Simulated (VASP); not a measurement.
These are PBE GGA, VASP's PBE PAW potentials (set 64) (plane waves; VASP) values and carry that method's errors.

Input for VASP

### INCAR
```
SYSTEM = RuAl
PREC = Accurate; ENCUT = 400; LREAL = .FALSE.
LASPH = .TRUE.; ADDGRID = .TRUE.
EDIFF = 1E-6; NELM = 100; ALGO = Normal
LMAXMIX = 4
ISMEAR = 1; SIGMA = 0.1
GGA = PE
ISIF = 2
LWAVE = .FALSE.; LCHARG = .FALSE.
```

**KPOINTS**
```
Automatic mesh
0
Gamma
11 11 11
0 0 0
```

**POSCAR**
```
RuAl
1
    3.0298780000     0.0000000000     0.0000000000
    0.0000000000     2.9250070000     0.0000000000
    0.0000000000     0.0000000000     2.9161720000
Al Ru
1 1
Direct
  0.5000000000   0.5000000000   0.5000000000
  0.0314700000   0.0000000000   0.0000000000
```

POTCAR, in this order: Al Ru_pv (PBE.64 set). Program: vasp_std.

### Question
Estimate the energy per atom (σ→0), pressure, largest force, band gap (on the k-mesh).

### Answer

```
Property                                                     Value
------------------------  ----------------------------------------
energy per atom (σ→0)                               -7.076 eV/atom
band gap (on the k-mesh)  none (metal, semimetal or under 0.01 eV)
pressure                                                 11.25 GPa
largest force                                           0.892 eV/Å
```

File OSZICAR:
```
...
DAV:   6    -0.142292505556E+02    0.60223E+00   -0.35271E+00  5432   0.216E+01    0.251E+00
DAV:   7    -0.141663483651E+02    0.62902E-01   -0.24277E-01  5452   0.589E+00    0.227E+00
DAV:   8    -0.141524458975E+02    0.13902E-01   -0.16324E-02  5812   0.121E+00    0.219E-01
DAV:   9    -0.141523206512E+02    0.12525E-03   -0.37251E-04  6124   0.212E-01    0.131E-01
DAV:  10    -0.141523128898E+02    0.77614E-05   -0.61356E-05  5900   0.854E-02    0.299E-02
DAV:  11    -0.141523115396E+02    0.13501E-05   -0.77926E-06  5912   0.367E-02    0.612E-03
DAV:  12    -0.141523115334E+02    0.62257E-08   -0.33031E-07  2908   0.729E-03
   1 F= -.14152312E+02 E0= -.14152075E+02  d E =-.710027E-03
```

The compound is RuAl in the CsCl type structure. The cell was not relaxed at this level, atoms are displaced from their ideal sites. The run is one of a series of settings (ADDGRID = .TRUE. against the base run), some of them coarse on purpose. The electron count is odd and the run is not spin-polarised, which forces a metal.
